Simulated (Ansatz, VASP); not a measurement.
## SiCCl2 (Cl-SiC-Cl chair monolayer): VASP beside Ansatz

Wanted: the spread between two codes on one cell, functional and k mesh. The cell is taken from a series of runs on this material, whose earlier steps may have relaxed, scaled, displaced or heated it; both programs get it as it stands.

Calculated with Ansatz 0.2.0; plane waves, with VASP 6.6.1 beside it; single point at PBE with D3(BJ).

## Step 1: Starting point

The cell holds 4 atoms: 2 Cl, 1 C and 1 Si. Cell: a = 3.250 Å, b = 3.250 Å, c = 22.419 Å, α = 90.0°, β = 90.0°, γ = 120.0°. Vacuum lies along c.

## Step 2: Ansatz: single point, PBE with D3(BJ)

Ansatz runs on its default PAW (the set named soft_2) files.

A single point gives forces, pressure and levels at one fixed geometry, so differences don't come from the geometry; what else differs is listed under the comparison.

input.yaml reads:

```yaml
crystal:
  lattice:
    - [3.249950465, 0.0, 0.0]
    - [-1.6249752325, 2.8145396637, 0.0]
    - [0.0, 0.0, 22.4194519677]
  atoms:
    - { symbol: Cl, position: [0.6666666667, 0.3333333333, 0.4014371097] }
    - { symbol: C, position: [0.6666666667, 0.3333333333, 0.4831014345] }
    - { symbol: Si, position: [0.3333333333, 0.6666666667, 0.507524492] }
    - { symbol: Cl, position: [0.3333333333, 0.6666666667, 0.5985628903] }
kpoints:
  mp_grid: { grid: [18, 18, 1] }
  band_path:
    path: [[0, 0, 0], [0.5, 0, 0], [0.33333333, 0.33333333, 0], [0, 0, 0]]
    npoints: 16
hamiltonian:
  xc: pbe
  dispersion: d3bj
scf:
  occupations: { method: fermi_dirac, width: 0.02585 }
  convergence: { dr2_threshold: 1.0e-10 }
efield:
  axis: 3
  dipole_correction: true
  ramp_position: 0.97
  ramp_width: 0.06
  amplitude: 0
output:
  dos: { projected: true, e_range: [-6, 5] }
  bader: true
  write_potential: true
  write_density: true
  volumetric_format: npy
  elf: true
```

The run is started by

```
$ ansatz run input.yaml --threads 2 --pin off --max-ram 3072MiB --backend cpu --events-out ev --progress --plain --runs-dir out
```

Numbers of over 12 decimals in the logs are rounded to 6 here.

The program printed:

```text
Engine: ansatz 0.2.0, x86_64-unknown-linux-gnu
Pseudopotentials: kind: paw
Pseudopotential: Cl, paw, valence charge 7, recommended cutoff 420 eV (normal), Cl.paw.azcp
Pseudopotential: C, paw, valence charge 4, recommended cutoff 420 eV (normal), C.paw.azcp
Pseudopotential: Si, paw, valence charge 4, recommended cutoff 420 eV (normal), Si.paw.azcp
Functional definition: PBE
  parameter kappa = 0.804
  parameter beta = 0.066725
  exchange = pbe_x(kappa = kappa, mu = beta*pi^2/3)
  correlation = pbe_c(beta = beta)
Crystal: 4 atoms, lattice volume = 205.073 Å³
Basis set: ecut = 420 eV, 4083 PW (Γ)
Bands: 15, of which v1, the nominal top of the filled ones, is band 11 counted from 1 (10 counted from 0)
Symmetry: 6 space group operations
Space group: P3m1 (ITA 156), of the structure as read, at distance tolerance 5.9e-5 Å
k-points: 37 of 324 (time reversal used)
Non-local potential: Cl, projectors of the file, l = 0: 2, l = 1: 2, l = 2: 2
Non-local potential: C, projectors of the file, l = 0: 2, l = 1: 2, l = 2: 1
Non-local potential: Si, projectors of the file, l = 0: 2, l = 1: 2, l = 2: 2
PAW form: soft (Blöchl's): semilocal exchange-correlation on the pseudo side does not see the compensation charge
PAW one-centre angular grid: Cl, 110 points (default); XC on 64 Gauss nodes
PAW one-centre angular grid: C, 110 points (default); XC on 64 Gauss nodes
PAW one-centre angular grid: Si, 110 points (default); XC on 64 Gauss nodes
Initial density: superposition of atomic densities (neutral atoms: chi_scale 0, normalization atom), corrected by the library's trained network
Initial wavefunctions: pseudopotential atomic-orbital guess
Functional: x = pbe(κ = 0.804, μ = 0.219515), c = pbe(β = 0.066725)
SCF iter   1: F=—  HF=-3047.567107 eV  |F-HF|=—  |Δ(HF+E_count)|=         —  Δρ=2.31e-3  dr2=5.50e-2  ethr=1.77e-3  p=-0.025 e·Å  D=-2.20e-2 V/Å  ΔV_dip=0.49 eV  dr2_dipole=1.16e-2  V_vac-E_F(+/−)=4.99/4.50 eV  ⟨swp⟩=9.8  Hψ=4651  notcnv=0
efield: sawtooth ramp at fractional position 0.9700 (set: `efield.ramp_position`, or a place that a band, a saddle search or an elastic batch's reference lends), width 0.0600; the density the first Hamiltonian is built on has a dipole p = -0.025 e·Å; the dipole correction subtracts the counter field D = -2.20e-2 V/Å, which shifts the + side's vacuum level by +0.49 eV against the − side's; the planar-averaged density in the ramp window peaks in size at 2.6e-5 e/Å³
preconditioner: auto → none  [insulator: Δε(μ)=2.315 eV  Ē_g=11.433 eV  σ=0.026 eV  W_gap=1.00  n_scr=12 (ndim 8)  ℏωp=12.2 eV  f_vac=0.646  D(μ)=0.00/eV (n_scr^D=0)  ε∞_Penn≈2.1]
SCF iter   2: F=—  HF=-3047.599248 eV  |F-HF|=—  |Δ(HF+E_count)|=   3.21e-2  Δρ=4.23e-3  dr2=2.19e-1  ethr=2.50e-4  p=0.056 e·Å  D=4.97e-2 V/Å  ΔV_dip=-1.11 eV  dr2_dipole=7.16e-2  V_vac-E_F(+/−)=3.72/4.83 eV  ⟨swp⟩=4.6  Hψ=1550  notcnv=0  recentre
SCF iter   3: F=—  HF=-3047.556871 eV  |F-HF|=—  |Δ(HF+E_count)|=   4.24e-2  Δρ=1.11e-3  dr2=5.02e-3  ethr=2.50e-4  p=-0.010 e·Å  D=-8.53e-3 V/Å  ΔV_dip=0.19 eV  dr2_dipole=5.42e-4  V_vac-E_F(+/−)=4.64/4.45 eV  ⟨swp⟩=4.5  Hψ=1332  notcnv=0
SCF iter   4: F=—  HF=-3047.556849 eV  |F-HF|=—  |Δ(HF+E_count)|=   2.22e-5  Δρ=3.39e-4  dr2=4.07e-4  ethr=2.28e-5  p=-0.007 e·Å  D=-6.41e-3 V/Å  ΔV_dip=0.14 eV  dr2_dipole=2.20e-6  V_vac-E_F(+/−)=4.46/4.31 eV  ⟨swp⟩=3.0  Hψ=1225  notcnv=0
SCF iter   5: F=—  HF=-3047.556963 eV  |F-HF|=—  |Δ(HF+E_count)|=   1.15e-4  Δρ=2.07e-4  dr2=1.58e-4  ethr=1.85e-6  p=-0.009 e·Å  D=-7.58e-3 V/Å  ΔV_dip=0.17 eV  dr2_dipole=2.23e-8  V_vac-E_F(+/−)=4.48/4.31 eV  ⟨swp⟩=2.5  Hψ=941  notcnv=0
SCF iter   6: F=—  HF=-3047.556981 eV  |F-HF|=—  |Δ(HF+E_count)|=   1.70e-5  Δρ=7.88e-5  dr2=1.02e-5  ethr=7.18e-7  p=-0.009 e·Å  D=-7.63e-3 V/Å  ΔV_dip=0.17 eV  dr2_dipole=1.38e-7  V_vac-E_F(+/−)=4.46/4.29 eV  ⟨swp⟩=2.1  Hψ=804  notcnv=0
SCF iter   7: F=—  HF=-3047.557001 eV  |F-HF|=—  |Δ(HF+E_count)|=   2.00e-5  Δρ=2.58e-5  dr2=1.21e-6  ethr=4.65e-8  p=-0.009 e·Å  D=-7.86e-3 V/Å  ΔV_dip=0.18 eV  dr2_dipole=7.54e-9  V_vac-E_F(+/−)=4.47/4.29 eV  ⟨swp⟩=2.2  Hψ=963  notcnv=0
SCF iter   8: F=—  HF=-3047.556956 eV  |F-HF|=—  |Δ(HF+E_count)|=   4.48e-5  Δρ=7.67e-6  dr2=8.25e-8  ethr=5.50e-9  p=-0.009 e·Å  D=-7.90e-3 V/Å  ΔV_dip=0.18 eV  dr2_dipole=2.52e-13  V_vac-E_F(+/−)=4.47/4.29 eV  ⟨swp⟩=2.1  Hψ=894  notcnv=0
SCF iter   9: F=—  HF=-3047.556956 eV  |F-HF|=—  |Δ(HF+E_count)|=   1.68e-7  Δρ=1.74e-6  dr2=7.44e-9  ethr=3.75e-10  p=-0.009 e·Å  D=-7.91e-3 V/Å  ΔV_dip=0.18 eV  dr2_dipole=1.95e-14  V_vac-E_F(+/−)=4.47/4.29 eV  ⟨swp⟩=2.1  Hψ=912  notcnv=0
SCF iter  10: F=—  HF=-3047.556956 eV  |F-HF|=—  |Δ(HF+E_count)|=   1.24e-9  Δρ=3.41e-7  dr2=2.83e-10  ethr=3.38e-11  p=-0.009 e·Å  D=-7.91e-3 V/Å  ΔV_dip=0.18 eV  dr2_dipole=6.15e-12  V_vac-E_F(+/−)=4.47/4.29 eV  ⟨swp⟩=2.5  Hψ=976  notcnv=0
SCF iter  11: F=-3047.556956 eV  HF=-3047.556956 eV  |F-HF|=5.46e-12  |Δ(HF+E_count)|=  1.21e-10  Δρ=8.74e-8  dr2=3.00e-11  ethr=1.00e-12  p=-0.009 e·Å  D=-7.91e-3 V/Å  ΔV_dip=0.18 eV  dr2_dipole=3.53e-12  V_vac-E_F(+/−)=4.47/4.29 eV  ⟨swp⟩=4.3  Hψ=1815  notcnv=0
SCF 1 converged in 11 iterations: F = -3047.556956 eV  dr2 = 3.00e-11
  greatest PAW one-centre occupation: 0.913 electrons in one spin orbital (limit 2), on the Cl atom at site 3 (counted from 0), in its partial waves of l = 0
NSCF: frozen V_eff on 49 k-points
efield: sawtooth ramp at fractional position 0.9700 (kept from the solve that this one continues, or follows in the run), width 0.0600; the density the first Hamiltonian is built on has a dipole p = -0.009 e·Å; the dipole correction subtracts the counter field D = -7.91e-3 V/Å, which shifts the + side's vacuum level by +0.18 eV against the − side's; the planar-averaged density in the ramp window peaks in size at 3.5e-7 e/Å³
WARN: The output density's exchange-correlation potential varies sharply where the density is thin. Do not read a vacuum level from v_tot or v_xc, or from such a field of the output density. On a cell that repeats whose density bears no net charge and no dipole along the vacuum's axis use v_es (v_loc + v_h of the components); under efield.dipole_correction with no amplitude use v_es + v_field, which holds any externa [...]
SCF converged after 11 iterations
Free energy (F): -3047.556956 eV
Harris-Foulkes:  -3047.556956 eV  (|F-HF|=5.46e-12)
Internal energy: -3047.556956 eV  (E = F + TS)
E sigma→0 (E₀):  -3047.556956 eV
Fermi energy:    -0.708322 eV
Dipole field:    D = -0.007912 V/Å  (p = -0.008966 e·Å, saw-weighted, corrected)
Work function:   Φ+ = 4.4680 eV   Φ− = 4.2906 eV
Levels:          The Fermi level and band energies are counted from a zero that moves with the ramp; work functions are not
--- Per-component energies (eV) ---
  E_band       = -189.201889
  E_kinetic    = 453.881370
  E_local      = -9718.143628  (includes V_loc(G=0)·N_el)
  E_nonlocal   = 108.327320
  E_hartree    = 4659.817982
  E_xc         = -317.787313
  E_vxc        = -350.834929  (∫ρ·V_xc dr)
  E_paw        = -1929.895012  (= ΣΔE_a)
  E_vpaw       = -2.061737  (= ΣTr[D̂ρ^β])
  E_aug_tail   = 0.000193  (compensation charges beyond the density's cutoff)
  E_efield     = 0.000035  (sawtooth field / dipole correction)
  E_vefield    = -0.006580  (∫n·V_field dr)
  E_ewald      = 3696.996936
  E_disp       = -0.754840  (pairwise vdW)
  E_smearing   = -0.000000  (= −TS)
  E_closure    = 0.000000  (closes the sum)
  Σ components = -3047.556956   (vs F -3047.556956, Δ=0.00e0)
--- Band table (eV; the first three rows and the last of 37) ---
  k-point 0: bands = [... 7 lower, -3.1081, -3.1081, -1.8444, -1.8444, 0.3935, 1.3221, 3.1229, 3.6697]
  k-point 1: bands = [... 7 lower, -3.2358, -3.1324, -1.9911, -1.8732, 0.5000, 1.4573, 3.1570, 3.6596]
  k-point 2: bands = [... 7 lower, -3.5797, -3.2022, -2.3807, -1.9537, 0.7098, 1.7896, 3.2356, 3.5669]
  k-point 36: bands = [... 7 lower, -5.7038, -5.1002, -4.4372, -4.3433, 2.1200, 3.1937, 3.6236, 5.2195]
--- Bader charges: 4 sites ---
  site symbol  charge [e]  shift [e]
     0     Cl     -0.2079     0.0010
     1      C     -1.7682     0.0117
     2     Si      2.7092     0.0160
     3     Cl     -0.7330     0.0033
  estimated error of the sums over rays = 4.7e-4 e
```

## Step 3: VASP: single point, PBE with D3(BJ)

The same cell, functional, mesh and smearing now go to VASP, with its own data sets.

Lines of VASP's logs that name or quote its potential files are left out, and so is its time.

INCAR reads:

```
SYSTEM = SiCCl2
PREC = Accurate
ENCUT = 520
EDIFF = 1E-06
NELM = 120
ISMEAR = -1
SIGMA = 0.02585
LREAL = .FALSE.
ALGO = Normal
GGA = PE
IVDW = 12
NBANDS = 17
LORBIT = 11
LWAVE = .FALSE.
LCHARG = .FALSE.
ISIF = 2
LDIPOL = .TRUE.
IDIPOL = 3
DIPOL = 0.5 0.5 0.497
LVHAR = .TRUE.
LASPH = .TRUE.
GGA_COMPAT = .FALSE.
EFERMI = MIDGAP
NELMDL = -8
```

POSCAR reads:

```
SiCCl2
1.0
    3.2499504650      0.0000000000      0.0000000000
   -1.6249752325      2.8145396637      0.0000000000
    0.0000000000      0.0000000000     22.4194519677
Cl C Si
2 1 1
Direct
    0.6666666667      0.3333333333      0.4014371097
    0.3333333334      0.6666666666      0.5985628903
    0.6666666667      0.3333333333      0.4831014345
    0.3333333334      0.6666666666      0.5075244920
```

KPOINTS reads:

```
Automatic mesh
0
Gamma
18 18 1
0 0 0
```

The projector-augmented-wave data sets are Cl, C and Si (PBE family, release 64).

The run is started by

```
$ mpirun -np 1 vasp_std
```

The program printed:

```text
[banner, memory and clock lines left out]
running    1 mpi-ranks, on    1 nodes
 distrk:  each k-point on    1 cores,    1 groups
 distr:  one band on    1 cores,    1 groups

 POSCAR found type information on POSCAR ClC Si
 POSCAR found :  3 types and       4 ions
 LDA part: xc-table for (Slater+PW92), standard interpolation
 POSCAR, INCAR and KPOINTS ok, starting setup
 FFT: planning ... GRIDC
 FFT: planning ... GRID_SOFT
 FFT: planning ... GRID
 WAVECAR not read
 entering main loop
       N       E                     dE             d eps       ncg     rms          rms(c)
DAV:   1     0.181156948544E+03    0.18116E+03   -0.81471E+03  1258   0.975E+02
DAV:   2     0.496686270809E+01   -0.17619E+03   -0.16912E+03  1788   0.196E+02
DAV:   3    -0.200339197397E+02   -0.25001E+02   -0.24859E+02  1565   0.858E+01
DAV:   4    -0.206104943145E+02   -0.57657E+00   -0.57505E+00  1866   0.159E+01
DAV:   5    -0.206245114605E+02   -0.14017E-01   -0.14009E-01  1761   0.240E+00
DAV:   6    -0.206250838733E+02   -0.57241E-03   -0.57214E-03  1939   0.478E-01
DAV:   7    -0.206251072731E+02   -0.23400E-04   -0.23398E-04  1827   0.871E-02
DAV:   8    -0.206251083477E+02   -0.10746E-05   -0.10745E-05  1819   0.176E-02    0.138E+01
DAV:   9    -0.194530677973E+02    0.11720E+01   -0.22658E+00  1670   0.106E+01    0.727E+00
DAV:  10    -0.194126716357E+02    0.40396E-01   -0.85631E-01  1859   0.551E+00    0.283E+00
DAV:  11    -0.194033926215E+02    0.92790E-02   -0.79757E-02  1777   0.185E+00    0.525E-01
DAV:  12    -0.194011010855E+02    0.22915E-02   -0.10112E-02  1846   0.807E-01    0.408E-01
DAV:  13    -0.194008252691E+02    0.27582E-03   -0.34670E-03  1849   0.372E-01    0.162E-01
DAV:  14    -0.194006866598E+02    0.13861E-03   -0.35030E-04  1840   0.127E-01    0.376E-02
[...]
DAV:  19    -0.194014629058E+02   -0.83085E-04   -0.30626E-06  1741   0.101E-02    0.483E-03
DAV:  20    -0.194014926325E+02   -0.29727E-04   -0.73000E-07  1519   0.540E-03    0.215E-03
DAV:  21    -0.194015235184E+02   -0.30886E-04   -0.54880E-07  1481   0.350E-03    0.139E-03
DAV:  22    -0.194015338592E+02   -0.10341E-04   -0.15888E-07  1484   0.176E-03    0.595E-04
DAV:  23    -0.194015388324E+02   -0.49732E-05   -0.14521E-07  1323   0.137E-03    0.284E-04
DAV:  24    -0.194015401731E+02   -0.13408E-05   -0.29897E-08  1396   0.704E-04    0.217E-04
DAV:  25    -0.194015416757E+02   -0.15025E-05   -0.44660E-08  1401   0.723E-04    0.119E-04
DAV:  26    -0.194015421590E+02   -0.48335E-06   -0.71170E-09  1532   0.326E-04
   1 F= -.20156328E+02 E0= -.20156328E+02  d E =-.837602E-21
```

From OUTCAR (step 3):

```text
ion  position               nearest neighbor table
   1  0.667  0.333  0.401-   3 1.83
   2  0.333  0.667  0.599-   4 2.04
   3  0.667  0.333  0.483-   1 1.83   4 1.95   4 1.95   4 1.95
   4  0.333  0.667  0.508-   3 1.95   3 1.95   3 1.95   2 2.04

  LATTYP: Found a hexagonal cell.
 ALAT       =     3.2499504650
 C/A-ratio  =     6.8983980553

 Subroutine GETGRP returns: Found  6 space group operations
 (whereof  6 operations were pure point group operations)

The static configuration has the point symmetry C_3v.

 Found     37 irreducible k-points:

   k-points           NKPTS =     37   k-points in BZ     NKDIM =     37   number of bands    NBANDS=     17

   dimension x,y,z NGX =    24 NGY =   24 NGZ =  168
   dimension x,y,z NGXF=    48 NGYF=   48 NGZF=  336

   ENCUT  =  520.0 eV  38.22 Ry    6.18 a.u.   6.04  6.04 41.69*2*pi/ulx,y,z

   NELECT =      22.0000    total number of electrons

 k-points in reciprocal lattice and weights: Automatic mesh
   0.00000000  0.00000000  0.00000000       0.003
   0.05555556 -0.00000000  0.00000000       0.019
   0.11111111 -0.00000000  0.00000000       0.019
   0.16666667  0.00000000  0.00000000       0.019
   0.22222222 -0.00000000  0.00000000       0.019
   0.27777778 -0.00000000  0.00000000       0.019
   0.33333333 -0.00000000  0.00000000       0.019
   0.38888889 -0.00000000  0.00000000       0.019
   0.44444444 -0.00000000  0.00000000       0.019
[...]
0.33333333  0.27777778  0.00000000       0.037
   0.33333333  0.33333333  0.00000000       0.006

 dipolmoment           0.000000      0.000000      0.009046 electrons x Angstroem

 average (electrostatic) potential at core
       1 -97.8628       2 -97.7020       3 -57.4296       4 -92.2260

 E-fermi :  -1.1456

 k-point     1 :       0.0000    0.0000    0.0000
  band No.  band energies     occupation
    ...
      7      -5.1592      2.00000
      8      -3.5373      2.00000
      9      -3.5373      2.00000
     10      -2.2753      2.00000
     11      -2.2753      2.00000
     12      -0.0160      0.00000
     13       0.9251      0.00000
     14       2.7075      0.00000
     15       3.2564      0.00000
     16       3.4294      0.00000
    ...

 k-point     2 :       0.0556   -0.0000    0.0000
  band No.  band energies     occupation
    ...
      7      -5.2106      2.00000
      8      -3.6651      2.00000
      9      -3.5617      2.00000
     10      -2.4221      2.00000
     11      -2.3041      2.00000
     12       0.0919      0.00000
     13       1.0593      0.00000
     14       2.7424      0.00000
     15       3.2474      0.00000
     16       3.3971      0.00000
    ...

 k-point     3 :       0.1111   -0.0000    0.0000
  band No.  band energies     occupation
    ...
      7      -5.3526      2.00000
      8      -4.0091      2.00000
      9      -3.6317      2.00000
     10      -2.8119      2.00000
     11      -2.3848      2.00000
     12       0.3044      0.00000
     13       1.3893      0.00000
     14       2.8243      0.00000
     15       3.1557      0.00000
     16       3.5163      0.00000
    ...

 Edisp (eV)   -0.75479

  Total      -0.04470    -0.04470    -0.26624     0.00000     0.00000     0.00000
  in kB      -0.34919    -0.34919    -2.08007     0.00000     0.00000     0.00000
  external pressure =       -0.93 kB  Pullay stress =        0.00 kB

  energy-cutoff  :      520.00
  volume of cell :      205.07
      direct lattice vectors                 reciprocal lattice vectors
     3.249950465  0.000000000  0.000000000     0.307696997  0.177648944  0.000000000
    -1.624975232  2.814539664  0.000000000     0.000000000  0.355297889  0.000000000
     0.000000000  0.000000000 22.419451968     0.000000000  0.000000000  0.044604123

 POSITION                                       TOTAL-FORCE (eV/Angst)
 -----------------------------------------------------------------------------------
      1.62498      0.93818      9.00000        -0.000000      0.000000      0.073765
      0.00000      1.87636     13.41945         0.000000     -0.000000     -0.050081
      1.62498      0.93818     10.83087         0.000000     -0.000000     -0.081770
      0.00000      1.87636     11.37842         0.000000     -0.000000      0.058087
 -----------------------------------------------------------------------------------
    total drift:                               -0.000001      0.000000      0.000072

  FREE ENERGIE OF THE ION-ELECTRON SYSTEM (eV)
  ---------------------------------------------------
  free  energy   TOTEN  =       -20.1563284708 eV

  energy  without entropy=      -20.1563284708  energy(sigma->0) =      -20.15632847

 vacuum level on the upper side and lower side of the slab         3.326         3.147

 total charge
# of ion       s       p       d       tot
------------------------------------------
    1        1.612   3.489   0.000   5.101
    2        1.609   3.563   0.000   5.172
    3        0.834   1.548   0.000   2.381
    4        0.708   0.881   0.000   1.589
--------------------------------------------------
tot          4.762   9.481   0.000  14.244

[... 3 further parts left out ...]
```

## Step 4: Differences

Known differences besides the potentials themselves: the cutoff is 420 eV in Ansatz and 520 eV in VASP. Total energies have different zeros and are not compared.

Compared:

| quantity | Ansatz | VASP | difference |
| --- | --- | --- | --- |
| gap on the k mesh (eV) | 2.238 | 2.259 | -0.021 |

A gap on the mesh is an upper bound, since the band edges may lie between its points. With vacuum in the cell, a pressure given here is an average over mostly empty space and none of the material.

## Step 5: Outcome

```yaml
difference_in_gap_on_the_k_mesh_single_point_pbe_with_d3_bj: -0.021 eV
```

What this shows: The difference in gap on the k mesh is -0.021 eV (single point, PBE with D3(BJ)), within the 0.08 eV picked in this series as the mark of a large difference. How closely two codes agree says nothing of how well the functional describes the real material.

[Lines on the potential files, build, host, timing and source positions are cut from VASP's logs without a mark.]

[Logs are printed without paths, hosts, clocks, repeated set-up lines and the standing remarks that a program may print on its own settings, such as how far it seeks lower states.]

[Hosts, paths, dates, database ids (printed as entryN), source tags and the programs' standing remarks are cut or masked in the printed files.]
